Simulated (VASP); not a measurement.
# A VASP study of WS2 (Tungstenite) (r2SCAN): structure first, properties next

What structure and properties does r2SCAN give WS2 (Tungstenite), and how near are they to the measured ones? The steps: first try, full relaxation (r2SCAN), second relaxation, single point with fields (r2SCAN), bands along the symmetry lines (r2SCAN), total and projected DOS (r2SCAN), vibrations at Γ (r2SCAN), independent-particle dielectric function (r2SCAN) and band structure (r2SCAN + SOC). Left out of this account: 1 further run (core levels: core levels are not valid at this level). The start is a cell from a database of measured crystal structures.

Calculated with VASP 6.6.1; r2SCAN; plane waves and PAW (W, S), in the first sound run; inputs show where later runs differ.

The experiments to compare with:

For WS2, 2H (bulk), “Extraordinary room-temperature photoluminescence in WS2 monolayers” (2012, arxiv:1208.1325) quotes earlier work: lattice constant a 3.1532 Å [literature value]; lattice constant c 12.323 Å [literature value]; Raman mode (A1g (out-of-plane)) 421 cm⁻¹ at 300 K [bulk reference value quoted for comparison, source not stated].

Report form: the programs' logs are mostly left out.

The database entry behind the starting cell differs from later determinations by our own check (an axis about 1.4 % long against later determinations), so it need not match the best structure at ambient conditions.

## Step 1: Set-up

Before any relaxation, the start is as follows. Symmetry: P6_3/mmc, No. 194, hexagonal system. The conventional cell has a = 3.180 Å, b = 3.180 Å, c = 12.500 Å, α = 90.00°, β = 90.00°, γ = 120.00°. W has 6 S at 2.41 Å nearest. Nearest to S lie 3 W at 2.41 Å. Farther neighbours and most contacts between anions are not listed.

As a file:

```xyz
6
Lattice="3.1800 0.0000 0.0000 -1.5900 2.7540 0.0000 0.0000 0.0000 12.5000" Properties=species:S:1:pos:R:3 pbc="T T T"
W     0.0000    1.8360    3.1250
W     1.5900    0.9180    9.3750
S     0.0000    1.8360    7.8125
S     1.5900    0.9180    1.5625
S     0.0000    1.8360   10.9375
S     1.5900    0.9180    4.6875
```

## Step 2: First try

This run is made with a changed input; what comes of it follows.

File INCAR:

```
SYSTEM = WS2
PREC = Accurate
ENCUT = 400
EDIFF = 1E-06
NELM = 71
ISMEAR = 0
SIGMA = 0.05
LREAL = .FALSE.
ALGO = Normal
METAGGA = R2SCAN
LASPH = .TRUE.
NBANDS = 24
LORBIT = 11
LWAVE = .FALSE.
LCHARG = .FALSE.
KPAR = 4
IBRION = 1
NSW = 30
ISIF = 3
EDIFFG = -0.01
POTIM = 5
```

File POSCAR:

```
WS2
1.0
    3.1800000000      0.0000000000      0.0000000000
   -1.5900000000      2.7539607840      0.0000000000
    0.0000000000      0.0000000000     12.5000000000
W S
2 4
Direct
    0.3333333333      0.6666666667      0.2500000000
    0.6666666667      0.3333333333      0.7500000000
    0.3333333333      0.6666666667      0.6250000000
    0.6666666667      0.3333333333      0.1250000000
    0.3333333333      0.6666666667      0.8750000000
    0.6666666667      0.3333333333      0.3750000000
```

File KPOINTS:

```
Automatic mesh
0
Gamma
8 8 2
0 0 0
```

The projector-augmented-wave data sets are W and S (PBE family, release 64).

On the command line:

```console
$ mpirun -np 4 vasp_std
```

Wall time 4.3 min (4 MPI ranks of AMD EPYC 7R43, shared host); peak memory 0.85 GiB.

The run was stopped at its time limit, by a STOPCAR file.

By then 4 ionic steps had been finished.

The fault in the input: ionic step far too long (POTIM = 5.0 and IBRION = 1). Lower POTIM, or use IBRION = 2.

## Step 3: Full relaxation (r2SCAN)

The start need not lie at this functional's minimum. ISIF = 3 frees volume, shape and positions, and EDIFFG sets the threshold on forces and stress at which the search stops.

Edit INCAR of step 2 so:

```diff
@@ -4,3 +4,3 @@
 EDIFF = 1E-06
-NELM = 71
+NELM = 100
 ISMEAR = 0
@@ -16,6 +16,5 @@
 KPAR = 4
-IBRION = 1
-NSW = 30
+IBRION = 2
+NSW = 60
 ISIF = 3
 EDIFFG = -0.01
-POTIM = 5
```

POSCAR is that of step 2.

KPOINTS is that of step 2.

On the command line:

```console
$ mpirun -np 4 vasp_std
```

The job ended after 9.1 min (4 MPI ranks; peak memory 0.86 GiB).

The gap is read on the k-mesh alone, so it is an upper bound where the band edges lie off the mesh. The bonds form layers, held to each other by dispersion, which r2SCAN holds only at short range, so the spacing between them may come out too wide. The PAW data sets were made with PBE, which is usual practice but a small mismatch for other functionals. The data set W keeps the semicore shell frozen, which is cheaper and a little less accurate. The run keeps the 24 symmetry operations of its start, so it cannot find a distortion of lower symmetry.

Step by step:

```csv
step,energy less that of the first step (eV),largest force (eV/Å),pressure (GPa),volume (Å³)
1,0.0000,0.1769,-0.51,109.47
2,0.0017,0.1261,1.82,108.55
3,-0.0021,0.0478,0.48,109.07
4,-0.0057,0.0537,0.48,109.45
5,-0.0126,0.0689,0.46,110.55
6,-0.0122,0.0930,0.62,112.74
7,-0.0146,0.0736,0.55,111.64
8,-0.0174,0.0767,0.12,112.38
9,-0.0185,0.0834,-0.45,113.35
10,-0.0190,0.0443,0.14,113.38
11,-0.0192,0.0015,-0.06,113.37
12,-0.0192,0.0026,-0.08,113.37
13,-0.0192,0.0010,0.00,113.30
```

```csv
"conventional cell, symmetrised",before,after,change
a (Å),3.180,3.176,-0.1 %
b (Å),3.180,3.176,-0.1 %
c (Å),12.500,12.972,+3.8 %
volume (Å³/atom),18.24,18.88,+3.5 %
```

The atoms that moved most (Å, as changes of fractional coordinates times the final cell):

```csv
atom,dx,dy,dz,length
S3,0.000,0.000,0.063,0.063
S5,0.000,0.000,-0.063,0.063
S4,0.000,0.000,0.063,0.063
S6,0.000,0.000,-0.063,0.063
```

Final coordinates:

```xyz
6
Lattice="3.1758 0.0000 0.0000 -1.5879 2.7503 0.0000 0.0000 0.0000 12.9718" Properties=species:S:1:pos:R:3 pbc="T T T"
W     0.0000    1.8335    3.2430
W     1.5879    0.9168    9.7289
S     0.0000    1.8335    8.1705
S     1.5879    0.9168    1.6846
S     0.0000    1.8335   11.2872
S     1.5879    0.9168    4.8013
```

Numbers from this step:

```
electrons                       : 36
bands                           : 24
irreducible k-points            : 20
symmetry operations             : 24
free energy (TOTEN)             : -140.3505 eV
Fermi energy                    : 5.647 eV
pressure                        : 0.001931 GPa
metallic                        : no
valence top at k                : 0, 0, 0
conduction bottom at k          : 0.25, 0.125, 0
least direct gap at k           : 0.375, 0.25, 0
SCF cycles over all ionic steps : 99
gap on the k-mesh               : 1.500 eV
least direct gap on the k-mesh  : 2.342 eV
```

It ends with a largest force of 0.001 eV/Å and a pressure of 0.00 GPa. The volume lies +3.5 % from that of the database's start.

## Step 4: Second relaxation

The basis stayed that of the start cell while the cell moved. A rerun from the cell reached resets it; the error of the finite cutoff stays.

INCAR is that of step 3.

File POSCAR:

```
WS2
1.0
    3.1757954170      0.0000000000      0.0000000000
   -1.5878977085      2.7503195083      0.0000000000
    0.0000000000      0.0000000000     12.9718015124
W S
2 4
Direct
    0.3333333333      0.6666666667      0.2500000000
    0.6666666667      0.3333333333      0.7500000000
    0.3333333333      0.6666666667      0.6298629521
    0.6666666667      0.3333333333      0.1298629521
    0.3333333333      0.6666666667      0.8701370479
    0.6666666667      0.3333333333      0.3701370479
```

KPOINTS is that of step 3.

On the command line:

```console
$ mpirun -np 4 vasp_std
```

Wall time 69 s (4 MPI ranks); peak memory 0.8 GiB; 4.5 min of CPU time.

Little changed from the start: no atom moved by 0.005 Å and no cell edge by 0.1 %.

Numbers from this step:

```
free energy (TOTEN)             : -140.3525 eV
Fermi energy                    : 5.617 eV
pressure                        : 0.01931 GPa
SCF cycles over all ionic steps : 14
least direct gap on the k-mesh  : 2.343 eV
```

It ends with a largest force of 0.002 eV/Å and a pressure of 0.02 GPa. The volume moved by under 0.01 %: the run met its threshold at the first step.

## Step 5: Single point with fields (r2SCAN)

A single point on the relaxed cell gives a clean self-consistent state, with density, ELF and potential written out.

Edit INCAR of step 4 so:

```diff
@@ -14,7 +14,5 @@
 LWAVE = .FALSE.
-LCHARG = .FALSE.
-KPAR = 4
-IBRION = 2
-NSW = 60
-ISIF = 3
-EDIFFG = -0.01
+LCHARG = .TRUE.
+ISIF = 2
+LELF = .TRUE.
+LVHAR = .TRUE.
```

POSCAR is that of step 4.

KPOINTS is that of step 4.

On the command line:

```console
$ mpirun -np 4 vasp_std
```

It took 73 s on 4 MPI ranks; peak memory 0.47 GiB; 4.8 min of CPU time.

This step gave:

* SCF cycles: 14

Valence electrons inside each PAW sphere by angular momentum. Sphere charges, by row:

```csv
atom,s (e),p (e),d (e),tot (e)
W1,0.545,0.719,4.262,5.526
W2,0.545,0.719,4.262,5.526
S3,1.351,2.385,0,3.735
S4,1.351,2.385,0,3.735
S5,1.351,2.385,0,3.735
S6,1.351,2.385,0,3.735
```

Valence density in the ac plane at fractional y = 0.333, with atoms of W and S within 0.2 Å of it. It is the smooth field of the valence electrons, not physical close to the nuclei.

Values in e/Å³, 24 rows by 16 columns, each cell a mean:
```
0.0 0.1 0.1 0.1 0.1 0.1 0.0 0.0 0.0 0.0 0.0 0.0 0.0 0.0 0.0 0.0
0.2 0.2 0.2 0.2 0.2 0.2 0.1 0.1 0.1 0.1 0.0 0.0 0.0 0.1 0.1 0.1
0.4 0.4 0.5 0.5 0.5 0.4 0.3 0.2 0.2 0.1 0.1 0.1 0.1 0.1 0.2 0.3
0.4 0.5 0.6 0.6 0.5 0.5 0.4 0.3 0.3 0.3 0.3 0.3 0.3 0.3 0.3 0.4
0.4 0.4 0.4 0.4 0.4 0.4 0.4 0.4 0.5 0.5 0.6 0.6 0.5 0.5 0.4 0.4
0.3 0.3 0.3 0.3 0.3 0.3 0.4 0.5 0.6 0.7 0.8 0.8 0.7 0.6 0.6 0.5
0.3 0.3 0.3 0.3 0.3 0.3 0.4 0.5 0.6 0.6 0.7 0.7 0.7 0.6 0.5 0.4
0.4 0.4 0.4 0.5 0.4 0.4 0.4 0.4 0.4 0.4 0.5 0.5 0.4 0.4 0.4 0.4
0.4 0.5 0.6 0.6 0.6 0.5 0.4 0.3 0.3 0.2 0.2 0.2 0.2 0.2 0.3 0.4
0.3 0.4 0.4 0.4 0.4 0.3 0.2 0.2 0.1 0.1 0.1 0.1 0.1 0.1 0.2 0.2
0.1 0.1 0.1 0.1 0.1 0.1 0.1 0.1 0.0 0.0 0.0 0.0 0.0 0.0 0.1 0.1
0.0 0.0 0.0 0.0 0.0 0.0 0.0 0.0 0.0 0.0 0.0 0.0 0.0 0.0 0.0 0.0
0.0 0.0 0.0 0.0 0.0 0.0 0.1 0.1 0.1 0.2 0.2 0.2 0.2 0.1 0.1 0.1
0.2 0.1 0.1 0.1 0.1 0.1 0.2 0.4 0.6 0.8 0.9 0.9 0.8 0.7 0.5 0.3
0.4 0.2 0.1 0.1 0.2 0.3 0.5 0.9 1.1 0.9 0.6 0.5 0.8 1.1 1.0 0.6
0.4 0.3 0.2 0.2 0.2 0.4 0.6 0.9 1.1 1.0 0.6 0.5 0.8 1.1 1.0 0.7
0.4 0.3 0.3 0.3 0.3 0.4 0.4 0.6 0.7 0.8 0.8 0.8 0.8 0.7 0.6 0.5
0.3 0.4 0.4 0.4 0.4 0.4 0.3 0.3 0.3 0.3 0.3 0.3 0.3 0.3 0.3 0.3
0.3 0.3 0.4 0.4 0.4 0.4 0.4 0.4 0.4 0.4 0.4 0.4 0.4 0.4 0.4 0.4
0.4 0.3 0.2 0.2 0.3 0.4 0.5 0.7 0.9 1.0 1.0 0.9 1.0 0.9 0.8 0.6
0.4 0.3 0.2 0.2 0.2 0.4 0.6 1.0 1.1 0.8 0.3 0.2 0.6 1.1 1.1 0.7
0.3 0.2 0.1 0.1 0.1 0.2 0.4 0.7 1.0 1.0 1.0 0.9 1.0 1.0 0.8 0.5
0.1 0.1 0.0 0.0 0.1 0.1 0.1 0.2 0.4 0.5 0.6 0.6 0.5 0.4 0.3 0.2
0.0 0.0 0.0 0.0 0.0 0.0 0.0 0.1 0.1 0.1 0.1 0.1 0.1 0.1 0.1 0.0
```
Columns run along a (3.2 Å), rows up along c (13.0 Å). Atoms in or near the plane, at fractional coordinates: W at (0.67, 0.75), S at (0.67, 0.13), S at (0.67, 0.37).

Electrostatic potential energy in the ac plane at fractional y = 0.333, with atoms of W and S within 0.2 Å of it. With pseudopotentials it is smooth inside the atoms' cores, unlike the true potential.

Ten even steps from '0' (-76 eV) to '9' (5 eV), each cell a mean:
```
9999999999999999
9999999999999999
9888899999999999
9888889998888999
8999988777666778
8899987665555667
8999987765555667
9999998887777888
9888889999999999
9988999999999999
9999999999999999
9999999999999999
9999999999999999
9999999987666789
9999998620000158
9999998631000258
8888888887667888
8777788899999998
8877888899999998
9988898875434688
9999998610000048
9999999742111368
9999999998888999
9999999999999999
```
Columns run along a (3.2 Å; values clipped at the 3rd and 97th percentile), rows up along c (13.0 Å). Atoms in or near the plane, at fractional coordinates: W at (0.67, 0.75), S at (0.67, 0.13), S at (0.67, 0.37).

ELF in the ac plane at fractional y = 0.333, with atoms of W and S within 0.2 Å of it. It is the smooth field of the valence electrons, not physical close to the nuclei.

Ten even steps from '0' (0.00) to '9' (0.94), each cell a mean:
```
1233321000000000
6777764210000024
7788876431111246
7777776532222346
4566543211111123
2334322100000001
2344322100000012
5677665322222234
7777776532222346
7788776421001135
4666653100000012
0011100000110000
1000012467887753
6200147999999998
7411368887667888
7421368886445788
4211235777767776
2221222222222222
2211123444444443
5311257887667887
7421368886335788
7310268999888998
4100136899999987
0000001234555421
```
Columns run along a (3.2 Å), rows up along c (13.0 Å). Atoms in or near the plane, at fractional coordinates: W at (0.67, 0.75), S at (0.67, 0.13), S at (0.67, 0.37).

In this run the pressure is 0.02 GPa, small enough to go on.

## Step 6: Bands along the symmetry lines (r2SCAN)

The mesh alone shows little of the dispersion and can miss band extrema, so KPOINTS_OPT adds a path through the symmetry points after the self-consistent cycle.

File INCAR:

```
SYSTEM = WS2
PREC = Accurate
ENCUT = 400
EDIFF = 1E-06
NELM = 100
ISMEAR = 0
SIGMA = 0.05
LREAL = .FALSE.
ALGO = Normal
METAGGA = R2SCAN
LASPH = .TRUE.
NBANDS = 34
LORBIT = 11
LWAVE = .FALSE.
LCHARG = .FALSE.
KPAR = 4
```

POSCAR is that of step 5.

KPOINTS is that of step 5.

File KPOINTS_OPT:

```
Line mode
16
Line-mode
Reciprocal
  0.00000000   0.00000000   0.00000000 GAMMA
  0.50000000   0.00000000   0.00000000 M

  0.50000000   0.00000000   0.00000000 M
  0.33333333   0.33333333   0.00000000 K

  0.33333333   0.33333333   0.00000000 K
  0.00000000   0.00000000   0.00000000 GAMMA

  0.00000000   0.00000000   0.00000000 GAMMA
  0.00000000   0.00000000   0.50000000 A

  0.00000000   0.00000000   0.50000000 A
  0.50000000   0.00000000   0.50000000 L

  0.50000000   0.00000000   0.50000000 L
  0.33333333   0.33333333   0.50000000 H

  0.33333333   0.33333333   0.50000000 H
  0.00000000   0.00000000   0.50000000 A

  0.50000000   0.00000000   0.50000000 L
  0.50000000   0.00000000   0.00000000 M

  0.33333333   0.33333333   0.00000000 K
  0.33333333   0.33333333   0.50000000 H
```

On the command line:

```console
$ mpirun -np 4 vasp_std
```

Elapsed: 5.8 min, on 4 MPI ranks; peak memory 0.98 GiB; 23 min of CPU time.

Spin-orbit coupling is off here; with elements this heavy it splits and shifts levels by tenths of an eV or more.

This step gave:

| Quantity | Value |
| --- | --- |
| bands | 34 |
| Fermi energy | 5.658 eV |
| pressure | 0.01141 GPa |
| least gap on mesh and path | 1.359 eV |
| least direct gap on mesh and path | 1.891 eV |
| conduction bottom at k | 0.1778, 0.1778, 0 |
| least direct gap at k | 0.3333, 0.3333, 0 |

The electronic bands at the labelled points (eV, zero at the valence-band top; v1 is the highest filled band, c1 the lowest empty one):

```csv
point,v4,v3,v2,v1,c1,c2,c3,c4
Γ,-2.29,-1.83,-0.95,0.00,2.56,2.56,2.56,2.56
0.47 of the way,-2.47,-1.86,-1.37,-1.26,1.67,2.15,2.27,2.43
M,-1.97,-1.87,-1.57,-1.47,2.43,2.46,2.83,3.00
0.47 of the way,-2.90,-2.69,-1.12,-0.97,2.13,2.21,3.09,3.21
K,-3.01,-3.01,-0.61,-0.50,1.39,1.39,2.61,3.44
0.47 of the way,-2.13,-1.92,-1.47,-1.45,1.36,2.01,2.39,2.57
Γ,-2.29,-1.83,-0.95,0.00,2.56,2.56,2.56,2.56
0.47 of the way,-2.29,-2.16,-0.70,-0.07,2.56,2.56,2.56,2.56
A,-2.30,-2.30,-0.31,-0.31,2.56,2.56,2.56,2.56
0.53 of the way,-2.34,-2.34,-1.50,-1.50,2.04,2.04,2.16,2.16
L,-1.92,-1.92,-1.51,-1.51,2.45,2.45,2.93,2.93
0.47 of the way,-2.82,-2.82,-1.04,-1.04,2.17,2.17,3.12,3.12
H,-3.07,-3.07,-0.56,-0.56,1.40,1.40,2.98,2.98
0.47 of the way,-2.05,-2.05,-1.46,-1.46,1.67,1.67,2.48,2.48
A,-2.30,-2.30,-0.31,-0.31,2.56,2.56,2.56,2.56
jump to L,-1.92,-1.92,-1.51,-1.51,2.45,2.45,2.93,2.93
0.47 of the way,-1.96,-1.89,-1.55,-1.48,2.44,2.46,2.87,2.98
M,-1.97,-1.87,-1.57,-1.47,2.43,2.46,2.83,3.00
jump to K,-3.01,-3.01,-0.61,-0.50,1.39,1.39,2.61,3.44
0.47 of the way,-3.03,-3.03,-0.60,-0.51,1.39,1.39,2.70,3.31
H,-3.07,-3.07,-0.56,-0.56,1.40,1.40,2.98,2.98
```

Of the projections kept (W, S), the largest for each band there; the rest of the weight can lie on other orbitals:

```csv
point,v4,v3,v2,v1,c1,c2,c3,c4
Γ,W 0.59,S 0.90,W 0.86,W 0.76,W 0.56,W 0.56,W 0.55,W 0.55
M,S 0.79,S 0.78,W 0.73,W 0.77,W 0.97,W 0.97,W 0.92,W 0.92
K,S 0.65,S 0.65,W 0.84,W 0.82,W 0.96,W 0.96,W 0.81,W 0.76
Γ,W 0.59,S 0.90,W 0.86,W 0.76,W 0.56,W 0.56,W 0.55,W 0.55
A,W 0.59,W 0.59,W 0.74,W 0.74,W 0.55,W 0.55,W 0.55,W 0.55
L,S 0.79,S 0.79,W 0.75,W 0.75,W 0.97,W 0.97,W 0.92,W 0.92
```

The path lowers the gap by 0.14 eV against the mesh alone, so a band edge lies off the mesh.

## Step 7: Total and projected DOS (r2SCAN)

A density of states needs more k-points than a total energy; ISMEAR = -5 takes tetrahedra, and LORBIT projects the states on the PAW spheres. The mesh is finer than in the run before.

Edit INCAR of step 6 so:

```diff
@@ -5,3 +5,3 @@
 NELM = 100
-ISMEAR = 0
+ISMEAR = -5
 SIGMA = 0.05
@@ -16 +16,2 @@
 KPAR = 4
+NEDOS = 2001
```

POSCAR is that of step 6.

File KPOINTS:

```
Automatic mesh
0
Gamma
12 12 3
0 0 0
```

On the command line:

```console
$ mpirun -np 4 vasp_std
```

Run time: 2.7 min. Hardware: 4 MPI ranks; peak memory 0.93 GiB; 11 min of CPU time.

Numbers from this step:

| Quantity | Value |
| --- | --- |
| irreducible k-points | 38 |
| free energy (TOTEN) | -140.3527 eV |
| Fermi energy | 5.407 eV |
| pressure | 0.009814 GPa |
| conduction bottom at k | 0.1667, 0.1667, 0 |
| gap on the k-mesh | 1.359 eV |
| least direct gap on the k-mesh | 1.891 eV |

The density of states has structure finer than the step of the table below, so its rows give means over 0.5 eV, whole bins alone (the curve runs from -12.0 to 2.73 eV). Peaks (eV: height): total -5.00: 11.3, -4.16: 11.1, -2.71: 9.86, 2.27: 9.74; W d -4.16: 3.74, -1.48: 3.84, 2.27: 5.98, 2.57: 4.51; S p -5.00: 3.65, -4.16: 4.11, -2.71: 4.29, -2.17: 2.71; W p -5.00: 0.543, -4.16: 0.351, -2.71: 0.514, -2.17: 0.413; S s -5.23: 0.342, -5.00: 0.545, -2.71: 0.157, 2.57: 0.101.

States under -12.0 eV and over 2.7 eV are left out. The density of states by energy, zero at the valence-band top; means over each step; values in states/eV/cell:

```csv
energy (eV),total,W d,S p,W p,S s,W s
-8.0,0,0,0,0,0,0
-7.5,0.228,0.0320,0.0644,0.00458,0.00676,0.0339
-7.0,2.57,0.406,0.760,0.0718,0.0585,0.344
-6.5,5.17,1.23,1.57,0.141,0.0784,0.421
-6.0,3.27,0.842,1.10,0.121,0.0514,0.0549
-5.5,3.28,0.674,1.07,0.137,0.129,0.186
-5.0,6.20,1.43,1.99,0.276,0.284,0.301
-4.5,3.24,0.897,1.15,0.126,0.0578,0.0492
-4.0,6.22,2.04,2.28,0.216,0.0422,0.0247
-3.5,3.51,1.18,1.23,0.147,0.0204,0.0227
-3.0,5.30,1.43,2.09,0.252,0.0639,0.0278
-2.5,5.78,0.947,2.64,0.356,0.0850,0.0217
-2.0,3.00,0.334,1.46,0.223,0.0307,0.00430
-1.5,4.66,2.46,0.879,0.180,0.0405,0.0351
-1.0,2.83,1.67,0.464,0.0546,0.0186,0.0256
-0.5,0.656,0.394,0.112,0.00470,0.00845,0.00985
0.0,0.0753,0.0442,0.0140,1.7e-4,0.00152,0.00187
0.5,0,0,0,0,0,0
1.0,0,0,0,0,0,0
1.5,1.31,0.743,0.174,0.0130,0.0164,0.0211
2.0,5.26,3.16,0.807,0.0690,0.0411,0.0508
```

The gap on this mesh is 1.36 eV. In the top eV of the valence band the largest shares in the PAW spheres are W d 60 % and S p 16 %; in the lowest eV of the conduction band, W d 60 % and S p 15 %. The rest lies in smaller channels or between the spheres.

## Step 8: Vibrations at Γ (r2SCAN)

Zone-centre modes test whether the atoms sit at a minimum within this cell. IBRION = 6 takes the force constants from differences of forces between displaced cells, so the forces must be tight.

File INCAR:

```
SYSTEM = WS2
PREC = Accurate
ENCUT = 400
EDIFF = 1E-08
NELM = 100
ISMEAR = 0
SIGMA = 0.05
LREAL = .FALSE.
ALGO = Normal
METAGGA = R2SCAN
LASPH = .TRUE.
NBANDS = 24
LORBIT = 11
LWAVE = .FALSE.
LCHARG = .FALSE.
KPAR = 4
IBRION = 6
NFREE = 2
POTIM = 0.015
ISIF = 2
NSW = 1
```

POSCAR is that of step 7.

File KPOINTS:

```
Automatic mesh
0
Gamma
8 8 2
0 0 0
```

On the command line:

```console
$ mpirun -np 4 vasp_std
```

Wall time 14 min (4 MPI ranks); peak memory 1.4 GiB; 55 min of CPU time.

The last energy, forces, stress and levels in OUTCAR belong to the last displaced cell, not to the cell of POSCAR.

This step gave:

- bands: 24
- irreducible k-points: 20
- pressure of the cell: 0.01820 GPa
- largest force of the cell: 9.47e-4 eV/Å

Transverse limit, no LO-TO splitting. Modes at Γ, with each element's share of the kinetic energy:

```csv
mode,frequency (cm⁻¹),symmetry,W %,S %
1,0.0,acoustic,74,26
2,0.0,acoustic,74,26
3,0.0,acoustic,74,26
4,17.9,E2g,74,26
5,17.9,E2g,74,26
6,29.0,Bg,75,25
7,297.2,E2u,0,100
8,297.2,E2u,0,100
9,298.4,E1g,0,100
10,298.4,E1g,0,100
11,356.7,E1u,26,74
12,356.7,E1u,26,74
13,356.9,E2g,26,74
14,356.9,E2g,26,74
15,424.1,Bu,0,100
16,426.4,A1g,0,100
17,438.6,A2u,26,74
18,440.6,Bg,25,75
```

Displacements in mode 5 (17.9 cm⁻¹), the largest set to 1:
```
W1  -1.00  0.00  0.00
W2   1.00  0.00  0.00
S3   0.99  0.00  0.00
S4  -0.99  0.00  0.00
S5   0.99  0.00  0.00
S6  -0.99  0.00  0.00
```

Displacements in mode 16 (426.4 cm⁻¹), the largest set to 1:
```
W1   0.00  0.00  0.00
W2   0.00  0.00  0.00
S3   0.00  0.00 -1.00
S4   0.00  0.00 -1.00
S5   0.00  0.00  1.00
S6   0.00  0.00  1.00
```

The three acoustic modes come out at zero, and all others are real. By the characters of their eigenvectors the optical modes sort into (cm⁻¹) Raman active: E2g 18, E1g 298, E2g 357, A1g 426; infrared active: E1u 357, A2u 439; silent: Bg 29, E2u 297, Bu 424, Bg 441. B labels carry no number here, since it depends on the setting of the axes. With a centre of inversion no mode is active in both.

(Part 1 of 2 ends here.)

[Lines on the potential files, build, host, timing and source positions are cut from VASP's logs without a mark.]

[Logs are printed without paths, hosts, clocks, repeated set-up lines and the standing remarks that a program may print on its own settings, such as how far it seeks lower states.]

[Hosts, paths, dates, database ids (printed as entryN), source tags and the programs' standing remarks are cut or masked in the printed files.]

[A measured line is paired with the nearest computed mode of its activity, which favours agreement.]
